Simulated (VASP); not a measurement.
Method: PBEsol GGA, VASP's PBE PAW potentials (set 64) (plane waves; VASP).

Input for VASP

POSCAR:
```
CeO2
1
    0.0000000000     2.6581740553     2.6581740553
    2.6581740553     0.0000000000     2.6581740553
    2.6581740553     2.6581740553     0.0000000000
Ce O
1 2
Direct
  0.0000000000   0.0000000000   0.0000000000
  0.2500000000   0.2500000000   0.2500000000
  0.7500000000   0.7500000000   0.7500000000
```

KPOINTS:
```
Automatic
0
G
  8 8 8
0 0 0
```

### INCAR
```
SYSTEM  =  CeO2
PREC  =  Accurate; ENCUT  =  600; LREAL  =  .False.
LASPH  =  .True.
EDIFF  =  1E-7; NELM  =  100; ALGO  =  Normal
LMAXMIX  =  6
ISMEAR  =  0; SIGMA  =  0.05
GGA  =  PS
ISIF  =  2
LWAVE  =  .False.; LCHARG  =  .False.
```

POTCAR, in this order: Ce O (PBE.64 set). Program: vasp_std.

The run wrote:

OUTCAR:
```
 ion  position               nearest neighbor table
   1  0.000  0.000  0.000-   3 2.30   3 2.30   3 2.30   2 2.30   3 2.30   2 2.30   2 2.30   2 2.30
  LATTYP: Found a face centered cubic cell.
 ALAT       =     5.3163481106
 Subroutine PRICEL returns:
 Original cell was already a primitive cell.
 Subroutine GETGRP returns: Found 48 space group operations
The static configuration has the point symmetry O_h .
The dynamic configuration has the point symmetry O_h .
 Subroutine INISYM returns: Found 48 space group operations
 Subroutine IBZKPT returns following result:
 Found     29 irreducible k-points:

 Following reciprocal coordinates:
            Coordinates               Weight
  0.000000  0.000000  0.000000      1.000000
  0.125000  0.000000  0.000000      8.000000
  0.250000  0.000000  0.000000      8.000000
  0.375000  0.000000  0.000000      8.000000
  0.500000  0.000000  0.000000      4.000000
  0.125000  0.125000  0.000000      6.000000
  0.250000  0.125000  0.000000     24.000000
  0.375000  0.125000  0.000000     24.000000
  0.500000  0.125000  0.000000     24.000000
 -0.375000  0.125000  0.000000     24.000000
...
```

OSZICAR:
```
       N       E                     dE             d eps       ncg     rms          rms(c)
DAV:   1     0.241138932485E+03    0.24114E+03   -0.12784E+04   928   0.229E+03
DAV:   2     0.107020327160E+02   -0.23044E+03   -0.21864E+03  1360   0.333E+02
DAV:   3    -0.306522557187E+02   -0.41354E+02   -0.34930E+02  1200   0.157E+02
DAV:   4    -0.324553986187E+02   -0.18031E+01   -0.18026E+01  1360   0.374E+01
DAV:   5    -0.325657098780E+02   -0.11031E+00   -0.11031E+00  1584   0.797E+00    0.370E+01
DAV:   6    -0.295584186337E+02    0.30073E+01   -0.73469E+01  1368   0.591E+01    0.177E+01
DAV:   7    -0.289932133809E+02    0.56521E+00   -0.10362E+02  1376   0.109E+02    0.243E+01
DAV:   8    -0.279816145705E+02    0.10116E+01   -0.26915E+00  1296   0.192E+01    0.115E+01
DAV:   9    -0.274960712473E+02    0.48554E+00   -0.47413E+00  1408   0.188E+01    0.180E+00
DAV:  10    -0.274932733007E+02    0.27979E-02   -0.21468E-01  1592   0.363E+00    0.812E-01
DAV:  11    -0.275018915086E+02   -0.86182E-02   -0.37196E-02  1344   0.168E+00    0.158E+00
DAV:  12    -0.274997270231E+02    0.21645E-02   -0.21255E-01  1376   0.409E+00    0.124E+00
DAV:  13    -0.274944598862E+02    0.52671E-02   -0.40124E-02  1344   0.208E+00    0.261E-01
DAV:  14    -0.274945334937E+02   -0.73608E-04   -0.11628E-03  1512   0.218E-01    0.210E-01
DAV:  15    -0.274945828372E+02   -0.49344E-04   -0.20708E-04  1360   0.133E-01    0.147E-01
DAV:  16    -0.274945309776E+02    0.51860E-04   -0.81013E-04  1376   0.243E-01    0.658E-02
DAV:  17    -0.274945311153E+02   -0.13772E-06   -0.93420E-06  1144   0.298E-02    0.410E-02
DAV:  18    -0.274945289736E+02    0.21417E-05   -0.83468E-06  1528   0.273E-02    0.859E-03
DAV:  19    -0.274945283754E+02    0.59816E-06   -0.42159E-07   944   0.712E-03    0.474E-03
DAV:  20    -0.274945281090E+02    0.26638E-06   -0.76686E-07  1056   0.876E-03    0.106E-03
DAV:  21    -0.274945281113E+02   -0.22605E-08   -0.31525E-08   568   0.259E-03
   1 F= -.27494528E+02 E0= -.27494528E+02  d E =-.809687E-13
```

**OUTCAR**
```
------------------------ aborting loop because EDIFF is reached ----------------------------------------
  FORCE on cell =-STRESS in cart. coord.  units (eV):
  Direction    XX          YY          ZZ          XY          YZ          ZX
  --------------------------------------------------------------------------------------
  Total        2.2683340      2.2683340      2.2683340      0.0000000      0.0000000     -0.0000000
  in kB       96.7469634     96.7469634     96.7469634      0.0000000      0.0000000     -0.0000000
  external PRESSURE =      96.7469634 kB  Pullay stress =       0.0000000 kB
  volume of cell :       37.56
      direct lattice vectors                 reciprocal lattice vectors
     0.000000000  2.658174055  2.658174055    -0.188099045  0.188099045  0.188099045
     2.658174055  0.000000000  2.658174055     0.188099045 -0.188099045  0.188099045
     2.658174055  2.658174055  0.000000000     0.188099045  0.188099045 -0.188099045
 POSITION                                       TOTAL-FORCE (eV/Angst)
 -----------------------------------------------------------------------------------
      0.00000      0.00000      0.00000        -0.000000      0.000000     -0.000000
      1.32909      1.32909      1.32909        -0.000000     -0.000000     -0.000000
      3.98726      3.98726      3.98726         0.000000      0.000000      0.000000
 -----------------------------------------------------------------------------------
    total drift:                                0.000000     -0.000000      0.000000
  FREE ENERGIE OF THE ION-ELECTRON SYSTEM (eV)
  ---------------------------------------------------
  free  energy   TOTEN  =       -27.4945281113 eV

  energy  without entropy=      -27.4945281113  energy(sigma->0) =      -27.49452811
```
(Selected blocks of OUTCAR.)

The compound is CeO2 in the fluorite structure. This cell was strained or had an atom moved on purpose. The run is not spin-polarised, so no magnetic state was tried.
